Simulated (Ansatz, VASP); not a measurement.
SnCl: VASP beside Ansatz

INCAR

```
ALGO = Normal ; EDIFF = 1E-6
ENCUT = 520 ; GGA = PE
ISIF = 2 ; ISMEAR = 0
LASPH = T ; LCHARG = T
LELF = T ; LREAL = F
LVHAR = T ; LWAVE = F
NBANDS = 18 ; NELM = 100
PREC = Accurate ; SIGMA = 0.1
```

Contents of KPOINTS:

```
k-points
0
Gamma
  6 6 6
```

File POSCAR:

```
SnCl
1.0
   -2.7332083400      2.7332083400      1.9309825200
    2.7332083400     -2.7332083400      1.9309825200
    2.7332083400      2.7332083400     -1.9309825200
Sn Cl
1 1
Direct
    0.5000000000      0.5000000000      0.0000000000
    0.2500000000      0.7500000000      0.5000000000
```

Input for Ansatz:

```yaml
crystal:
  lattice:
    - [-2.73320834, 2.73320834, 1.93098252]
    - [2.73320834, -2.73320834, 1.93098252]
    - [2.73320834, 2.73320834, -1.93098252]
  atoms:
    - { symbol: Sn, position: [0.5, 0.5, 0.0] }
    - { symbol: Cl, position: [0.25, 0.75, 0.5] }
basis:
  ecutwfc: 420
kpoints:
  mp_grid: { grid: [6, 6, 6] }
hamiltonian:
  xc: pbe
scf:
  occupations: { method: gaussian, width: 0.1 }
  lower_state_search: "off"
output:
  forces: true
  stress: true
  eigenvalues: true
```

Alike in both runs: task single point; functional PBE; k mesh 6 × 6 × 6; occupations gaussian, width 0.1 eV; no spin polarisation.

```csv
,VASP,Ansatz
version,VASP 6.6.1,Ansatz 0.2.0
potentials or method,"VASP PAW PBE potentials, release 64 (Sn_d, Cl)","scalar-relativistic, plane waves, PAW"
plane-wave cutoff (eV),520,420
valence electrons in the cell,21,21
```

Ansatz gave:

```
gap on the k mesh at the Fermi level (eV)       : none
pressure (GPa)                                  : 1.7
largest component of the traceless stress (GPa) : 6.03
```

Task: Estimate VASP's values.

Result: gap on the k mesh at the Fermi level (eV): none; pressure (GPa): 1.7; largest component of the traceless stress (GPa): 6.05.

A gap of «none» marks a metal or a gap that the smearing closes. The functional is the same, so the differences come from potentials, cutoffs and numerics.

Caveats: an odd number of electrons without spin polarisation forces a metal; a magnetic or distorted state may lie lower.
